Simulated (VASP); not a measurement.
```
CELL_PARAMETERS angstrom
      0.00000     2.29225     2.29225
      2.29225     0.00000     2.29225
      2.29225     2.29225     0.00000
ATOMIC_POSITIONS crystal
  Li 0.25000 0.25000 0.25000
  Li 0.75000 0.75000 0.75000
  O  0.00000 0.00000 0.00000
```

All values below come from PBEsol GGA, VASP's PBE PAW potentials (set 64) (plane waves; VASP 6.6.1). Numerical set-up: 520 eV cut-off, 9×9×9 Γ-centred mesh, Gaussian smearing of 0.050 eV, potentials Li_sv O.

Problem. Estimate the energy per atom (σ→0).

Solution. 
```
Item                            Value
---------------------  --------------
energy per atom (σ→0)  -4.915 eV/atom
```

Only differences to runs with the same potentials and settings are physical.

The compound is Li2O in the antifluorite structure. It was relaxed first. The start is the result of an earlier pass.
